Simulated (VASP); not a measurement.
Set up this calculation in VASP 6.6.1, as the native input.

```yaml
Task: relaxation of the atoms
Functional: PBE
Potentials_or_basis: VASP PAW PBE potentials, release 64 (F, C, Br, H)
Cutoff: 520 eV
k_mesh: 1 × 1 × 1
Occupations: gaussian, width 0.01 eV
Spin: no spin polarisation
Further_INCAR_settings: ALGO = Normal; EDIFF = 1e-06; IBRION = 2; EDIFFG = -0.01; NSW = 60
```

The structure of FCBrH2 lies in POSCAR:

```
H2CBrF
1.0
   12.0000000000      0.0000000000      0.0000000000
    0.0000000000     11.0000000000      0.0000000000
    0.0000000000      0.0000000000     11.0000000000
F C Br H
1 1 1 2
Direct
    0.5873530000      0.5859740000      0.5060600000
    0.5452750000      0.4749490000      0.4991300000
    0.4034480000      0.4811970000      0.4154530000
    0.5986240000      0.4172290000      0.4486910000
    0.5275780000      0.4393560000      0.5901350000
```

The cell isn't the ideal one: atoms moved at random, drawn with an rms of 0.02 Å.

One way to write it, as run:

INCAR

```
PREC = Accurate
ENCUT = 520
EDIFF = 1E-6
ISMEAR = 0
SIGMA = 0.01
LREAL = False
LASPH = True
NELM = 100
ALGO = Normal
ISIF = 2
LWAVE = False
LCHARG = False
GGA = PE
IBRION = 2
NSW = 60
EDIFFG = -0.01
```

KPOINTS

```
Automatic mesh
0
Gamma
  1 1 1
```

Potentials or basis: VASP PAW PBE potentials, release 64 (F, C, Br, H).

Command:

```console
$ cat potpaw_PBE.64/F/POTCAR potpaw_PBE.64/C/POTCAR potpaw_PBE.64/Br/POTCAR potpaw_PBE.64/H/POTCAR > POTCAR
$ mpirun -np 1 vasp_gam > vasp.out
```

It gave:

- Energy gained by relaxing: 18.8 meV/atom
- Ionic steps: 17
- Largest force after relaxing: 0.005 eV/Å
- Gap between the frontier levels: 5.42 eV

It took 16 min on 1 thread of AMD EPYC 7R43 64-Core Processor (Zen 3), with other jobs on the host, peak memory 1.1 GiB.
